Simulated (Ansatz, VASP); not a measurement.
# Cross-check of Ga2O3 between VASP and Ansatz, part 2 of 2

Wanted: the spread between two codes on one cell, functional and k mesh. The cell is taken from a series of runs on this material, whose earlier steps may have relaxed, scaled, displaced or heated it; both programs get it as it stands.

VASP 6.6.1 and Ansatz 0.2.0.

So far: Starting point; Ansatz: single point, PBE0; VASP: single point, PBE0.

## 3. VASP: single point, PBE0 (continued)

Level of this step: PBE0; plane waves and PAW (Ga_d, O) (VASP).

Numbers of over 12 decimals in the logs are rounded to 6 here.

OUTCAR, selected parts (step 3):

```text
ion  position               nearest neighbor table
   1  0.856  0.856  0.856-   9 1.93  10 1.93   8 1.93   7 2.08   5 2.08   6 2.08   2 2.84
   2  0.644  0.644  0.644-   8 1.93  10 1.93   9 1.93   7 2.08   5 2.08   6 2.08   1 2.84
   3  0.144  0.144  0.144-   7 1.93   6 1.93   5 1.93   8 2.08   9 2.08  10 2.08   4 2.84
   4  0.356  0.356  0.356-   5 1.93   6 1.93   7 1.93   8 2.08   9 2.08  10 2.08   3 2.84
   5  0.750  0.447  0.053-   4 1.93   3 1.93   1 2.08   2 2.08
   6  0.447  0.053  0.750-   3 1.93   4 1.93   1 2.08   2 2.08
   7  0.053  0.750  0.447-   3 1.93   4 1.93   1 2.08   2 2.08
   8  0.250  0.553  0.947-   2 1.93   1 1.93   3 2.08   4 2.08
   9  0.947  0.250  0.553-   1 1.93   2 1.93   3 2.08   4 2.08
  10  0.553  0.947  0.250-   1 1.93   2 1.93   3 2.08   4 2.08

  LATTYP: Found a trigonal (rhomboedric) cell.
 ALAT       =     5.3316866070
 COS(alpha) =     0.5607328553

 Subroutine GETGRP returns: Found 12 space group operations
 (whereof  6 operations were pure point group operations)

The static configuration has the point symmetry S_6 .
 The point group associated with its full space group is D_3d.

 Found     13 irreducible k-points:

   k-points           NKPTS =     13   k-points in BZ     NKDIM =     64   number of bands    NBANDS=     54

   dimension x,y,z NGX =    40 NGY =   40 NGZ =   40
   dimension x,y,z NGXF=    80 NGYF=   80 NGZF=   80

   ENCUT  =  520.0 eV  38.22 Ry    6.18 a.u.   9.91  9.91  9.91*2*pi/ulx,y,z

   NELECT =      88.0000    total number of electrons

 k-points in reciprocal lattice and weights: Automatic mesh
   0.00000000  0.00000000  0.00000000       0.016
   0.25000000 -0.00000000 -0.00000000       0.094
   0.50000000 -0.00000000 -0.00000000       0.047
   0.25000000  0.25000000  0.00000000       0.094
   0.50000000  0.25000000 -0.00000000       0.188
  -0.25000000  0.25000000  0.00000000       0.094
   0.50000000  0.50000000  0.00000000       0.047
   0.25000000  0.25000000  0.25000000       0.031
   0.50000000  0.25000000  0.25000000       0.094
  -0.25000000  0.25000000  0.25000000       0.094
   0.50000000  0.50000000  0.25000000       0.094
  -0.25000000  0.50000000  0.25000000       0.094
   0.50000000  0.50000000  0.50000000       0.016

  exchange ACFDT corr.  =         0.00000000  see jH, gK, PRB 81, 115126

 average (electrostatic) potential at core
       1 -56.2647       2 -56.2646       3 -56.2647       4 -56.2646       5 -62.4773
       6 -62.4773       7 -62.4773       8 -62.4773       9 -62.4773      10 -62.4773

 E-fermi :   2.8766

 k-point     1 :       0.0000    0.0000    0.0000
  band No.  band energies     occupation
    ...
     40       2.5466      2.00000
     41       2.5466      2.00000
     42       2.5892      2.00000
     43       2.6226      2.00000
     44       2.6226      2.00000
     45       8.1509      0.00000
     46      12.3351      0.00000
     47      12.3400      0.00000
     48      14.6992      0.00000
     49      15.7912      0.00000
    ...

 k-point     2 :       0.2500   -0.0000   -0.0000
  band No.  band energies     occupation
    ...
     40       2.1790      2.00000
     41       2.2071      2.00000
     42       2.3253      2.00000
     43       2.6653      2.00000
     44       2.8187      2.00000
     45       9.7555      0.00000
     46      12.1270      0.00000
     47      12.9684      0.00000
     48      13.8995      0.00000
     49      14.6043      0.00000
    ...

 k-point     3 :       0.5000   -0.0000   -0.0000
  band No.  band energies     occupation
    ...
     40       1.6720      2.00000
     41       1.8132      2.00000
     42       1.8132      2.00000
     43       2.6973      2.00000
     44       2.6973      2.00000
     45      11.9924      0.00000
     46      11.9924      0.00000
     47      12.3392      0.00000
     48      12.3392      0.00000
     49      15.5248      0.00000
    ...

  Total       -0.6268286     -0.6268286     -0.1859429     -0.0000000     -0.0000000     -0.0000000
  in kB      -10.3566386    -10.3566386     -3.0722008     -0.0000000     -0.0000000     -0.0000000
  external PRESSURE =      -7.9284927 kB  Pullay stress =       0.0000000 kB

  energy-cutoff  :      520.00
  volume of cell :       96.97
      direct lattice vectors                 reciprocal lattice vectors
     2.498699194  1.442624652  4.483549768     0.200104119  0.115530167  0.074345853
    -2.498699194  1.442624652  4.483549768    -0.200104119  0.115530167  0.074345853
     0.000000000 -2.885249304  4.483549768     0.000000000 -0.231060334  0.074345853

 POSITION                                       TOTAL-FORCE (eV/Angst)
 -----------------------------------------------------------------------------------
      0.00000      0.00000     11.50818         0.000000     -0.000000      0.032998
      0.00000      0.00000      8.66779         0.000000     -0.000000     -0.032998
      0.00000      0.00000      1.94247         0.000000     -0.000000     -0.032998
      0.00000      0.00000      4.78286         0.000000     -0.000000      0.032998
      0.75752      1.57318      5.60444         0.026680     -0.046211      0.000000
      0.98365     -1.44262      5.60444        -0.053359     -0.000000      0.000000
     -1.74118     -0.13056      5.60444         0.026680      0.046211      0.000000
     -0.75752     -1.57318      7.84621        -0.026680      0.046211      0.000000
      1.74118      0.13056      7.84621        -0.026680     -0.046211      0.000000
     -0.98365      1.44262      7.84621         0.053359     -0.000000     -0.000000
 -----------------------------------------------------------------------------------
    total drift:                               -0.000004     -0.000000     -0.000008

  FREE ENERGIE OF THE ION-ELECTRON SYSTEM (eV)
  ---------------------------------------------------
  free  energy   TOTEN  =       -79.3869298479 eV

  energy  without entropy=      -79.3869298479  energy(sigma->0) =      -79.38692985

 total charge
# of ion       s       p       d       tot
------------------------------------------
    1        0.620   0.716  10.270  11.606
    2        0.620   0.716  10.270  11.606
    3        0.620   0.716  10.270  11.606
    4        0.620   0.716  10.270  11.606
    5        1.560   3.553   0.000   5.112
    6        1.560   3.553   0.000   5.112
    7        1.560   3.553   0.000   5.112
    8        1.560   3.553   0.000   5.112
    9        1.560   3.553   0.000   5.112
   10        1.560   3.553   0.000   5.112
--------------------------------------------------
tot         11.838  24.178  41.080  77.096

[... 3 further parts left out ...]
```

The run ends at a pressure of -0.79 GPa, with forces up to 0.053 eV/Å.

## 4. Side by side

Known differences besides the potentials themselves: exact exchange at q = 0 is treated differently, which shows on coarse meshes; VASP keeps PBE cores, Ansatz makes them for the functional; fixed occupations in Ansatz, narrow Gaussian smearing in VASP; the cutoff is 420 eV in Ansatz and 520 eV in VASP; VASP takes a coarser grid for exact exchange (PRECFOCK = Fast). Total energies have different zeros and are not compared.

The two programs side by side:

```
              quantity  Ansatz   VASP  difference
gap on the k mesh (eV)   5.316  5.332      -0.016
```

A gap on the mesh is an upper bound, since the band edges may lie between its points.

## 5. Outcome

| Item | Value |
| --- | --- |
| difference in gap on the k mesh (single point, PBE0) | -0.016 eV |

**Reading.** The difference in gap on the k mesh is -0.016 eV (single point, PBE0), within the 0.08 eV picked in this series as the mark of a large difference. How closely two codes agree says nothing of how well the functional describes the real material.

[Lines on the potential files, build, host, timing and source positions are cut from VASP's logs without a mark.]

[Logs are printed without paths, hosts, clocks, repeated set-up lines and the standing remarks that a program may print on its own settings, such as how far it seeks lower states.]

[Hosts, paths, dates, database ids (printed as entryN), source tags and the programs' standing remarks are cut or masked in the printed files.]
